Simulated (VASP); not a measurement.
# Driving VASP from ASE on Ag3O, part 3 of 4

Do ASE scripts that read Ag3O from different structure formats give one answer, and do several routes find one equilibrium volume? All runs use PBEsol. Left out of this account: at least 1 further run (fields: a reference on another mesh). The start is a cell from a database of measured crystal structures.

VASP 6.6.1; PBEsol; plane waves and PAW (Ag, O).

So far. Step 2 (Self-consistent run (PBEsol, through ASE)): The pressure is -2.88 GPa and the largest force 0.152 eV/Å, so the cell is not at a minimum at these settings. Step 3 (A single point (PBEsol, through ASE)): The energy lies +1.01 meV an atom from the first script, on another mesh.

## 4. Relaxing cell and atoms (PBEsol, through ASE)

Properties are meant for the cell that this level of theory prefers, so cell and atoms are relaxed first (ISIF = 3) until forces and stress are small; EDIFFG sets the threshold.

run.py reads:

```python
import numpy as np
from ase.calculators.vasp import Vasp
from ase import Atoms

atoms = Atoms(['Ag', 'Ag', 'Ag', 'Ag', 'Ag', 'Ag', 'O', 'O'],
              cell=[[5.318, 0.0, 0.0], [-2.659, 4.6055231, 0.0], [0.0, 0.0, 4.951]],
              scaled_positions=[[0.31085, 0.0, 0.2228], [0.0, 0.31085, 0.2228], [0.68915, 0.68915, 0.2228], [0.0, 0.68915, 0.7772], [0.68915, 0.0, 0.7772], [0.31085, 0.31085, 0.7772], [0.33333333, 0.66666667, 0.5], [0.66666667, 0.33333333, 0.5]],
              pbc=True)

calc = Vasp(
    xc='pbesol',
    pp='PBE',
    prec='Accurate',
    encut=520,
    ediff=1e-06,
    nelm=100,
    ismear=-1,
    sigma=0.05,
    lreal=False,
    algo='Normal',
    nbands=48,
    lasph=True,
    lorbit=11,
    lwave=False,
    lcharg=False,
    kpar=8,
    ibrion=2,
    nsw=60,
    isif=3,
    ediffg=-0.01,
    pp_version='64',
    setups={'Ag': '', 'O': ''},
    kpts=(7, 7, 6),
    gamma=True,
    txt='vasp.out',
)
atoms.calc = calc

print("energy (eV):", round(atoms.get_potential_energy(), 6))
print("Fermi level (eV):", round(calc.get_fermi_level(), 4))
print("forces (eV/A):")
print(np.round(atoms.get_forces(), 4))
print("stress (GPa, Voigt, tension positive):", np.round(atoms.get_stress() * 160.21766, 3))
print("cell (A, degrees):", np.round(atoms.cell.cellpar(), 4))
print("volume (A^3):", round(atoms.get_volume(), 4))
print("positions:")
print(np.round(atoms.get_scaled_positions(), 5))
```

The projector-augmented-wave data sets are Ag and O (PBE family, release 64).

Started as:

```
$ export ASE_VASP_COMMAND="mpirun -np 8 vasp_std"
$ python run.py
```

The program printed:

```text
energy (eV): -30.753331
Fermi level (eV): 7.0039
forces (eV/A):
[[-0.0042  0.      0.0026]
 [ 0.0021 -0.0036  0.0026]
 [ 0.0021  0.0036  0.0026]
 [-0.0021  0.0036 -0.0026]
 [ 0.0042 -0.     -0.0026]
 [-0.0021 -0.0036 -0.0026]
 [-0.     -0.     -0.    ]
 [-0.      0.     -0.    ]]
stress (GPa, Voigt, tension positive): [ 0.012  0.012 -0.053  0.    -0.     0.   ]
cell (A, degrees): [  5.2225   5.2225   4.9926  90.      90.     120.    ]
volume (A^3): 117.9266
positions:
[[0.31414 0.      0.21783]
 [0.      0.31414 0.21783]
 [0.68586 0.68586 0.21783]
 [1.      0.68586 0.78217]
 [0.68586 0.      0.78217]
 [0.31414 0.31414 0.78217]
 [0.33333 0.66667 0.5    ]
 [0.66667 0.33333 0.5    ]]
```

Elapsed: 2.1 min, on 8 MPI ranks of AMD EPYC 9R45, shared host; peak memory 3.1 GiB; 16 min of CPU time.

The INCAR that ASE wrote:

```
ENCUT = 520.000000
SIGMA = 0.050000
EDIFF = 1.00e-06
EDIFFG = -1.00e-02
ALGO = Normal
GGA = PS
PREC = Accurate
IBRION = 2
ISIF = 3
ISMEAR = -1
KPAR = 8
LORBIT = 11
NBANDS = 48
NELM = 100
NSW = 60
LASPH = .TRUE.
LCHARG = .FALSE.
LWAVE = .FALSE.
LREAL = .FALSE.
```

The KPOINTS that ASE wrote:

```
KPOINTS created by Atomic Simulation Environment
0
Gamma
7 7 6
0 0 0
```

VASP's own log, vasp.out:

```text
[... set-up lines as in an earlier step ...]
 entering main loop
       N       E                     dE             d eps       ncg     rms          rms(c)
DAV:   1     0.590571115535E+03    0.59057E+03   -0.40790E+04  3840   0.163E+03
DAV:   2    -0.403127969802E+01   -0.59460E+03   -0.56351E+03  4096   0.384E+02
DAV:   3    -0.357904390642E+02   -0.31759E+02   -0.31151E+02  4360   0.893E+01
DAV:   4    -0.361582451744E+02   -0.36781E+00   -0.36758E+00  4048   0.101E+01
DAV:   5    -0.361604510930E+02   -0.22059E-02   -0.22058E-02  4368   0.768E-01    0.184E+01
DAV:   6    -0.315017686227E+02    0.46587E+01   -0.25094E+01  5384   0.398E+01    0.142E+01
DAV:   7    -0.307622483395E+02    0.73952E+00   -0.41500E+00  4392   0.139E+01    0.846E+00
DAV:   8    -0.307313119127E+02    0.30936E-01   -0.11585E+00  3968   0.488E+00    0.253E+00
DAV:   9    -0.307164628680E+02    0.14849E-01   -0.74356E-02  5624   0.174E+00    0.483E-01
DAV:  10    -0.307151777770E+02    0.12851E-02   -0.18615E-02  4520   0.886E-01    0.188E-01
DAV:  11    -0.307149610832E+02    0.21669E-03   -0.12948E-03  4096   0.177E-01    0.748E-02
DAV:  12    -0.307149428329E+02    0.18250E-04   -0.18402E-04  4200   0.687E-02    0.192E-02
DAV:  13    -0.307149411351E+02    0.16978E-05   -0.17939E-05  4040   0.236E-02    0.789E-03
DAV:  14    -0.307149411040E+02    0.31067E-07   -0.21778E-06  2976   0.100E-02
   1 F= -.30714941E+02 E0= -.30709575E+02  d E =-.307149E+02
 curvature:   0.00 expect dE= 0.000E+00 dE for cont linesearch  0.000E+00
 trial: gam= 0.00000 g(F)=  0.670E-02 g(S)=  0.864E-01 ort = 0.000E+00 (trialstep = 0.100E+01)
 search vector abs. value=  0.930E-01
 bond charge predicted
       N       E                     dE             d eps       ncg     rms          rms(c)
DAV:   1    -0.323308141240E+02   -0.16159E+01   -0.28012E+01  3840   0.343E+01    0.830E+00
DAV:   2    -0.307874126511E+02    0.15434E+01   -0.53638E+00  3848   0.146E+01    0.235E+00
DAV:   3    -0.307493512136E+02    0.38061E-01   -0.11786E-01  4264   0.277E+00    0.174E+00
DAV:   4    -0.307420714181E+02    0.72798E-02   -0.22451E-02  4360   0.984E-01    0.904E-01
DAV:   5    -0.307392018628E+02    0.28696E-02   -0.86928E-03  4080   0.489E-01    0.995E-02
DAV:   6    -0.307391385728E+02    0.63290E-04   -0.13163E-03  4296   0.181E-01    0.337E-02
DAV:   7    -0.307391452775E+02   -0.67047E-05   -0.96176E-05  4168   0.497E-02    0.142E-02
DAV:   8    -0.307391524545E+02   -0.71770E-05   -0.89166E-06  4152   0.177E-02    0.847E-03
DAV:   9    -0.307391528117E+02   -0.35715E-06   -0.25424E-06  3104   0.923E-03
   2 F= -.30739153E+02 E0= -.30734117E+02  d E =-.242117E-01
[...]
3 F= -.30747076E+02 E0= -.30741937E+02  d E =-.321345E-01
[...]
4 F= -.30750691E+02 E0= -.30745556E+02  d E =-.361512E-02
[...]
5 F= -.30752018E+02 E0= -.30746881E+02  d E =-.494274E-02
[...]
6 F= -.30755101E+02 E0= -.30749924E+02  d E =-.308272E-02
[...]
7 F= -.30758334E+02 E0= -.30753009E+02  d E =-.631531E-02
[...]
8 F= -.30757787E+02 E0= -.30752481E+02  d E =0.546830E-03
 trial-energy change:    0.000547  1 .order    0.000534   -0.001642    0.002709
 step:   0.6369(harm=  0.6442)  dis= 0.00069  next Energy=   -30.758639 (dE=-0.306E-03)
 bond charge predicted
       N       E                     dE             d eps       ncg     rms          rms(c)
DAV:   1    -0.307776434456E+02   -0.19857E-01   -0.39821E-01  3888   0.398E+00    0.919E-01
DAV:   2    -0.307595828630E+02    0.18061E-01   -0.63911E-02  4144   0.157E+00    0.316E-01
DAV:   3    -0.307588762747E+02    0.70659E-03   -0.19552E-03  4488   0.379E-01    0.238E-01
DAV:   4    -0.307587250700E+02    0.15120E-03   -0.44215E-04  4392   0.138E-01    0.131E-01
DAV:   5    -0.307586515386E+02    0.73531E-04   -0.18594E-04  4072   0.733E-02    0.185E-02
DAV:   6    -0.307586493920E+02    0.21466E-05   -0.32719E-05  4264   0.305E-02    0.104E-02
DAV:   7    -0.307586489471E+02    0.44491E-06   -0.26283E-06  3144   0.858E-03
   9 F= -.30758649E+02 E0= -.30753331E+02  d E =-.315281E-03
 curvature:  -0.42 expect dE=-0.729E-05 dE for cont linesearch -0.405E-07
 trial: gam= 0.03472 g(F)=  0.700E-05 g(S)=  0.103E-04 ort =-0.110E-04 (trialstep = 0.149E+01)
 search vector abs. value=  0.180E-04
 reached required accuracy - stopping structural energy minimisation
```

From OUTCAR (step 4):

```text
The static configuration has the point symmetry D_3d.

 Found     40 irreducible k-points:

   NELECT =      78.0000    total number of electrons

 E-fermi :   7.0039

 k-point     1 :       0.0000    0.0000    0.0000
  band No.  band energies     occupation
    ...
     34       5.3131      2.00000
     35       5.4289      2.00000
     36       5.4289      2.00000
     37       6.3097      2.00000
     38       6.3097      2.00000
     39       7.2451      0.01594
     40       8.7181      0.00000
     41      11.4967      0.00000
     42      11.4967      0.00000
     43      12.1355      0.00000
    ...

 k-point     2 :       0.1429    0.0000    0.0000
  band No.  band energies     occupation
    ...
     35       5.4306      2.00000
     36       5.5200      2.00000
     37       6.0549      2.00000
     38       6.3707      1.99999
     39       7.0390      0.66327
     40       8.8157      0.00000
     41      10.4578      0.00000
     42      11.1429      0.00000
     43      11.4508      0.00000
     44      12.0121      0.00000
    ...

  Total       -0.0089140     -0.0089140      0.0392655      0.0000000     -0.0000000      0.0000000
  in kB       -0.1211078     -0.1211078      0.5334706      0.0000000     -0.0000000      0.0000000
  external PRESSURE =       0.0970850 kB  Pullay stress =       0.0000000 kB

  energy-cutoff  :      520.00
  volume of cell :      117.93
      direct lattice vectors                 reciprocal lattice vectors
     5.222483597 -0.000000000 -0.000000000     0.191479778  0.110550901 -0.000000000
    -2.611241798  4.522803468 -0.000000000     0.000000000  0.221101803  0.000000000
     0.000000000 -0.000000000  4.992602699     0.000000000  0.000000000  0.200296330

 POSITION                                       TOTAL-FORCE (eV/Angst)
 -----------------------------------------------------------------------------------
      1.64059     -0.00000      1.08752        -0.004161      0.000000      0.002622
     -0.82030      1.42080      1.08752         0.002081     -0.003604      0.002622
      1.79095      3.10201      1.08752         0.002081      0.003604      0.002622
      3.43154      3.10201      3.90508        -0.002081      0.003604     -0.002622
      3.58189     -0.00000      3.90508         0.004161     -0.000000     -0.002622
      0.82030      1.42080      3.90508        -0.002081     -0.003604     -0.002622
     -0.00000      3.01520      2.49630        -0.000000     -0.000000     -0.000000
      2.61124      1.50760      2.49630        -0.000000      0.000000     -0.000000
 -----------------------------------------------------------------------------------
    total drift:                               -0.000000      0.000000     -0.000000

  FREE ENERGIE OF THE ION-ELECTRON SYSTEM (eV)
  ---------------------------------------------------
  free  energy   TOTEN  =       -30.7586489471 eV

  energy  without entropy=      -30.7480134821  energy(sigma->0) =      -30.75333121

 reached required accuracy - stopping structural energy minimisation

 total charge
# of ion       s       p       d       tot
------------------------------------------
    1        0.368   0.288   9.176   9.832
    2        0.368   0.288   9.176   9.832
    3        0.368   0.288   9.176   9.832
    4        0.368   0.288   9.176   9.832
    5        0.368   0.288   9.176   9.832
    6        0.368   0.288   9.176   9.832
    7        1.576   3.293   0.000   4.870
    8        1.576   3.293   0.000   4.870
--------------------------------------------------
tot          5.362   8.316  55.056  68.735

[... 5 parts as in an earlier step ...]

[... 7 further parts left out ...]
```

The run keeps the 12 symmetry operations of its start, so it cannot find a distortion of lower symmetry.

The steps of the relaxation:

```
step  energy less that of the first step (eV)  largest force (eV/Å)  pressure (GPa)  volume (Å³)
   1                                   0.0000                0.1521           -2.88       121.26
   2                                  -0.0242                0.0931            1.82       116.53
   3                                  -0.0321                0.1144            0.20       118.05
   4                                  -0.0358                0.0615            0.09       118.08
   5                                  -0.0371                0.0879            0.01       118.11
   6                                  -0.0402                0.0631           -0.10       118.15
   7                                  -0.0434                0.0092           -0.31       118.23
   8                                  -0.0428                0.0166            0.52       117.42
   9                                  -0.0437                0.0049            0.01       117.93
```

```
conventional cell, symmetrised  before  after  change
                         a (Å)   5.318  5.222  -1.8 %
                         b (Å)   5.318  5.222  -1.8 %
                         c (Å)   4.951  4.993  +0.8 %
              volume (Å³/atom)   15.16  14.74  -2.7 %
```

The atoms that moved most (Å, as changes of fractional coordinates times the final cell):

```
atom      dx      dy      dz  length
 Ag3  -0.009  -0.015  -0.025   0.030
 Ag2  -0.009   0.015  -0.025   0.030
 Ag4   0.009  -0.015   0.025   0.030
 Ag6   0.009   0.015   0.025   0.030
 Ag1   0.017   0.000  -0.025   0.030
 Ag5  -0.017   0.000   0.025   0.030
```

The relaxed structure:

```xyz
8
Lattice="5.2225 0.0000 0.0000 -2.6112 4.5228 0.0000 0.0000 0.0000 4.9926" Properties=species:S:1:pos:R:3 pbc="T T T"
Ag    1.6406    0.0000    1.0875
Ag   -0.8203    1.4208    1.0875
Ag    1.7909    3.1020    1.0875
Ag   -1.7909    3.1020    3.9051
Ag    3.5819    0.0000    3.9051
Ag    0.8203    1.4208    3.9051
O     0.0000    3.0152    2.4963
O     2.6112    1.5076    2.4963
```

This step gave:

```
irreducible k-points            : 40
free energy (TOTEN)             : -30.76 eV
energy at zero smearing         : -30.75 eV
Fermi energy                    : 7.004 eV
pressure                        : 0.009709 GPa
SCF cycles over all ionic steps : 71
```

It ends with a largest force of 0.005 eV/Å and a pressure of 0.01 GPa.

## 5. Energy against volume, from ASE (PBEsol)

An ASE loop scales the volume at fixed shape and fractional positions and fits the energies, which gives the bulk modulus of a clamped cell from energies alone.

run.py reads:

```python
import numpy as np
from ase.calculators.vasp import Vasp
from ase.io import read
from ase.eos import EquationOfState
from ase.units import GPa

atoms = read('structure.vasp')

calc = Vasp(
    xc='pbesol',
    pp='PBE',
    prec='Accurate',
    encut=520,
    ediff=1e-06,
    nelm=100,
    ismear=-1,
    sigma=0.05,
    lreal=False,
    algo='Normal',
    nbands=48,
    lasph=True,
    lorbit=11,
    lwave=False,
    lcharg=False,
    kpar=8,
    isif=2,
    pp_version='64',
    setups={'Ag': '', 'O': ''},
    kpts=(7, 7, 6),
    gamma=True,
    txt='vasp.out',
)
atoms.calc = calc

cell, volumes, energies = atoms.get_cell(), [], []
for x in [0.94, 0.96, 0.98, 1.0, 1.02, 1.04, 1.06]:
    atoms.set_cell(cell * x ** (1 / 3), scale_atoms=True)
    volumes.append(atoms.get_volume())
    energies.append(atoms.get_potential_energy())
    print(f"{x:.2f}  V = {volumes[-1]:.4f} A^3  E = {energies[-1]:.6f} eV")
v0, e0, b0 = EquationOfState(volumes, energies, eos="birchmurnaghan").fit()
print(f"V0 = {v0:.4f} A^3  E0 = {e0:.6f} eV  B0 = {b0 / GPa:.2f} GPa")
```

structure.vasp reads:

```
Ag3O
1.0
    5.3180000000      0.0000000000      0.0000000000
   -2.6590000000      4.6055230973      0.0000000000
    0.0000000000      0.0000000000      4.9510000000
Ag O
6 2
Direct
    0.3108500000      0.0000000000      0.2228000000
    0.0000000000      0.3108500000      0.2228000000
    0.6891500000      0.6891500000      0.2228000000
    0.0000000000      0.6891500000      0.7772000000
    0.6891500000      0.0000000000      0.7772000000
    0.3108500000      0.3108500000      0.7772000000
    0.3333333333      0.6666666667      0.5000000000
    0.6666666667      0.3333333333      0.5000000000
```

The program printed:

```text
0.94  V = 113.9851 A^3  E = -30.665400 eV
0.96  V = 116.4103 A^3  E = -30.721134 eV
0.98  V = 118.8355 A^3  E = -30.734065 eV
1.00  V = 121.2607 A^3  E = -30.709575 eV
1.02  V = 123.6860 A^3  E = -30.652173 eV
1.04  V = 126.1112 A^3  E = -30.565936 eV
1.06  V = 128.5364 A^3  E = -30.454556 eV
V0 = 118.4129 A^3  E0 = -30.734667 eV  B0 = 123.57 GPa
```

Elapsed: 2.7 min, on 8 MPI ranks; peak memory 2.9 GiB.

The INCAR that ASE wrote:

```
ENCUT = 520.000000
SIGMA = 0.050000
EDIFF = 1.00e-06
ALGO = Normal
GGA = PS
PREC = Accurate
ISIF = 2
ISMEAR = -1
KPAR = 8
LORBIT = 11
NBANDS = 48
NELM = 100
LASPH = .TRUE.
LCHARG = .FALSE.
LWAVE = .FALSE.
LREAL = .FALSE.
```

The KPOINTS that ASE wrote:

```
KPOINTS created by Atomic Simulation Environment
0
Gamma
7 7 6
0 0 0
```

vasp.out (the last of its runs):

```text
[banner, memory and clock lines left out]
running    8 mpi-ranks, on    1 nodes
 distrk:  each k-point on    1 cores,    8 groups
 distr:  one band on    1 cores,    1 groups

 POSCAR found type information on POSCAR AgO
 POSCAR found :  2 types and       8 ions
 [... a notice as in an earlier step ...]

 [... a notice as in an earlier step ...]

 LDA part: xc-table for (Slater+PW92), standard interpolation
 POSCAR, INCAR and KPOINTS ok, starting setup
 FFT: planning ... GRIDC
 FFT: planning ... GRID_SOFT
 FFT: planning ... GRID
 WAVECAR not read
 WARNING: random wavefunctions but no delay for mixing, default for NELMDL
 entering main loop
       N       E                     dE             d eps       ncg     rms          rms(c)
DAV:   1     0.574788416668E+03    0.57479E+03   -0.40488E+04  3840   0.161E+03
DAV:   2    -0.430997998405E+01   -0.57910E+03   -0.54981E+03  4152   0.375E+02
DAV:   3    -0.355149705121E+02   -0.31205E+02   -0.30596E+02  4384   0.865E+01
DAV:   4    -0.358890797298E+02   -0.37411E+00   -0.37389E+00  4024   0.100E+01
DAV:   5    -0.358915177319E+02   -0.24380E-02   -0.24378E-02  4424   0.788E-01    0.168E+01
DAV:   6    -0.314573825383E+02    0.44341E+01   -0.26318E+01  5400   0.396E+01    0.137E+01
DAV:   7    -0.305080862065E+02    0.94930E+00   -0.46217E+00  4520   0.142E+01    0.755E+00
DAV:   8    -0.304706269321E+02    0.37459E-01   -0.10855E+00  3944   0.483E+00    0.287E+00
DAV:   9    -0.304630579392E+02    0.75690E-02   -0.51207E-02  5064   0.141E+00    0.454E-01
DAV:  10    -0.304606766398E+02    0.23813E-02   -0.15339E-02  4592   0.812E-01    0.180E-01
DAV:  11    -0.304604687134E+02    0.20793E-03   -0.14011E-03  4000   0.182E-01    0.690E-02
DAV:  12    -0.304604283006E+02    0.40413E-04   -0.15876E-04  4512   0.725E-02    0.198E-02
DAV:  13    -0.304604251115E+02    0.31891E-05   -0.22772E-05  4168   0.243E-02    0.595E-03
DAV:  14    -0.304604246653E+02    0.44628E-06   -0.32024E-06  3416   0.117E-02
   1 F= -.30460425E+02 E0= -.30454556E+02  d E =-.117375E-01
```

OUTCAR, selected parts (step 5):

```text
   ENCUT  =  520.0 eV  38.22 Ry    6.18 a.u.  10.08 10.08  9.39*2*pi/ulx,y,z

   NELECT =      78.0000    total number of electrons

 E-fermi :   5.8393

 k-point     1 :       0.0000    0.0000    0.0000
  band No.  band energies     occupation
    ...
     34       4.3147      2.00000
     35       4.3147      2.00000
     36       4.3418      2.00000
     37       5.1624      2.00000
     38       5.1624      2.00000
     39       5.9640      0.15259
     40       7.6057      0.00000
     41       9.9485      0.00000
     42       9.9485      0.00000
     43      10.7756      0.00000
    ...

  Total       -6.4972531     -6.4972531     -6.8223047      0.0000000      0.0000000     -0.0000000
  in kB      -80.9868070    -80.9868070    -85.0385027      0.0000000      0.0000000     -0.0000000
  external PRESSURE =     -82.3373723 kB  Pullay stress =       0.0000000 kB

 POSITION                                       TOTAL-FORCE (eV/Angst)
 -----------------------------------------------------------------------------------
      1.68552      0.00000      1.12472         0.000908      0.000000     -0.079695
     -0.84276      1.45971      1.12472        -0.000454      0.000786     -0.079695
      1.86839      3.23615      1.12472        -0.000454     -0.000786     -0.079695
     -1.86839      3.23615      3.92339         0.000454     -0.000786      0.079695
      3.73678      0.00000      3.92339        -0.000908      0.000000      0.079695
      0.84276      1.45971      3.92339         0.000454      0.000786      0.079695
     -0.00000      3.13057      2.52405        -0.000000      0.000000      0.000000
      2.71115      1.56528      2.52405        -0.000000      0.000000      0.000000
 -----------------------------------------------------------------------------------
    total drift:                               -0.000000     -0.000000     -0.000000

  FREE ENERGIE OF THE ION-ELECTRON SYSTEM (eV)
  ---------------------------------------------------
  free  energy   TOTEN  =       -30.4604246653 eV

  energy  without entropy=      -30.4486871608  energy(sigma->0) =      -30.45455591

[... 4 parts as in an earlier step ...]

[... 12 further parts left out ...]
```

Numbers from this step:

```yaml
bulk_modulus: 123.6 GPa
equilibrium_volume_of_the_fit: 14.80 Å³/atom
```

The fit over cells of fixed shape and fractional positions puts the volume +0.41 % from the relaxed one.

(Continued in part 4 of 4.)

[Lines on the potential files, build, host, timing and source positions are cut from VASP's logs without a mark.]

[Logs are printed without paths, hosts, clocks, repeated set-up lines and the standing remarks that a program may print on its own settings, such as how far it seeks lower states.]

[Hosts, paths, dates, database ids (printed as entryN), source tags and the programs' standing remarks are cut or masked in the printed files.]

[A measured line is paired with the nearest computed mode of its activity, which favours agreement.]

[In band tables of VASP the shares of atoms and orbitals are scaled to a sum of 1 inside the atoms' spheres.]
